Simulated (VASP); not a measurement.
Here is the system:

```
ZrB2
1.0
    1.58304    -2.74191     0.00000
    1.58304     2.74191     0.00000
    0.00000     0.00000     3.55639
Zr B
1 2
Cartesian
  3.16608   0.00000   0.00000
  1.58304   0.91397   1.77820
  1.58304  -0.91397   1.77820
```

All values below come from r2SCAN meta-GGA, VASP's PBE PAW potentials (set 64) (plane waves; VASP). Numerical set-up: 520 eV cut-off, 12×12×10 Γ-centred mesh, tetrahedra with Blöchl corrections, potentials Zr_sv B.

Task: What does the run give for the energy per atom (σ→0), band gap (over mesh and band path) with the smallest direct gap where there is one?

Result: 
```json
{
  "band gap (over mesh and band path)": "none (metal, semimetal or under 0.01 eV)",
  "energy per atom (σ→0)": "-13.545 eV/atom"
}
```

The absolute energy has meaning only against runs of the same code, potentials and settings.

The compound is ZrB2 in the AlB2 type structure. It was relaxed first.
